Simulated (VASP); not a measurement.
OSZICAR of a VASP run on Li (bcc):

**OSZICAR**
```
       N       E                     dE             d eps       ncg     rms          rms(c)
DAV:   1     0.536299472752E+00    0.53630E+00   -0.70343E+02   855   0.418E+02
DAV:   2    -0.185157031446E+01   -0.23879E+01   -0.22852E+01  1205   0.570E+01
DAV:   3    -0.196405247393E+01   -0.11248E+00   -0.11250E+00  1005   0.949E+00
DAV:   4    -0.196904168974E+01   -0.49892E-02   -0.49888E-02  1165   0.159E+00
DAV:   5    -0.196908116939E+01   -0.39480E-04   -0.39480E-04  1020   0.135E-01    0.336E-01
DAV:   6    -0.196742243409E+01    0.16587E-02   -0.57524E-04  1145   0.178E-01    0.190E-01
DAV:   7    -0.196671593352E+01    0.70650E-03   -0.16794E-03  1155   0.308E-01    0.309E-02
DAV:   8    -0.196675014609E+01   -0.34213E-04   -0.36213E-04   950   0.171E-01    0.289E-03
DAV:   9    -0.196674915474E+01    0.99135E-06   -0.65886E-06   960   0.283E-02
   1 F= -.19667492E+01 E0= -.19667499E+01  d E =-.196675E+01
```

**Question.** Which electronic solver shows in the log?

**Answer.** It is blocked Davidson (ALGO = Normal, or the opening steps of other solvers). The INCAR had ALGO = Normal.

**Question.** Can the final energy be trusted as converged?

**Answer.** Self-consistency was reached. It stopped with EDIFF = 1E-6, NELM = 100, NSW = 60 and EDIFFG = -0.01 after 1 ionic step (PBEsol GGA, plane waves, VASP's PBE PAW potentials (set 64)).

The compound is Li in the bcc structure. It was relaxed first, which changed the volume by -5 %. The start is the result of an earlier pass.
